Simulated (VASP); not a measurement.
An input for Quantum ESPRESSO's pw.x (written as the equivalent of a VASP run, and not itself run):

```
&CONTROL
  calculation = 'scf'
  pseudo_dir = './pseudo'
  outdir = './out'
  tprnfor = .true.
  tstress = .true.
/
&SYSTEM
  ibrav = 0
  nat = 6
  ntyp = 2
  ecutwfc = 88
  occupations = 'tetrahedra'
  input_dft = 'pbesol'
/
&ELECTRONS
  conv_thr = 7.3e-09
  electron_maxstep = 100
/
ATOMIC_SPECIES
  Be 9.012 Be.upf
  Au 196.967 Au.upf
CELL_PARAMETERS angstrom
    -0.0000000    3.0376021    3.0376021
     3.0376021    0.0000000    3.0376021
     3.0376021    3.0376021    0.0000000
ATOMIC_POSITIONS crystal
  Be   0.2500000  0.2500000  0.2500000
  Be   0.6247734  0.6247734  0.6247734
  Be   0.1256799  0.6247734  0.6247734
  Be   0.6247734  0.1256799  0.6247734
  Be   0.6247734  0.6247734  0.1256799
  Au   1.0000000  1.0000000  1.0000000
K_POINTS automatic
  10 10 10 0 0 0
```

Task: Translate this input to VASP (INCAR, KPOINTS, POSCAR, choice of POTCAR).

Result: This is not unique; one that fits is 
INCAR:
```
# general
SYSTEM =Be5Au
PREC   =Accurate
ENCUT  =400
LREAL  =.False.   # projection in real space or not
LASPH  =.True.   # aspherical one-centre terms

# electronic loop
EDIFF  =1E-7   # SCF stop (eV)
NELM   =100
ALGO   =Normal   # blocked Davidson
LMAXMIX=6   # l cut-off of mixed one-centre charges

# smearing
ISMEAR =-5

# functional
GGA    =PS

# ions
ISIF   =2

# output
LWAVE  =.False.
LCHARG =.True.
LORBIT =11
NEDOS  =601   # DOS grid

# other
LEFG   =.True.
```

**POSCAR**
```
Be5Au
1
   -0.0000000000     3.0376021170     3.0376021170
    3.0376021170     0.0000000000     3.0376021170
    3.0376021170     3.0376021170     0.0000000000
Be Au
5 1
Direct
  0.2500000000   0.2500000000   0.2500000000
  0.6247733796   0.6247733796   0.6247733796
  0.1256798612   0.6247733796   0.6247733796
  0.6247733796   0.1256798612   0.6247733796
  0.6247733796   0.6247733796   0.1256798612
  1.0000000000   1.0000000000   1.0000000000
```

KPOINTS:
```
kpoints
0
G
10 10 10
0 0 0
```

POTCAR, in this order: Be Au (PBE.64 set). Program: vasp_std.

What does not carry over: the potentials are each code's own (VASP's PAW set, PseudoDojo norm-conserving files in pw.x), so ENCUT and ecutwfc are chosen apart and not converted; conv_thr bounds pw.x's estimated SCF error, while EDIFF bounds the energy change between steps; the field gradients of LEFG aren't asked of the other code.

The compound is Be5Au in the sg216 structure. It was relaxed first.
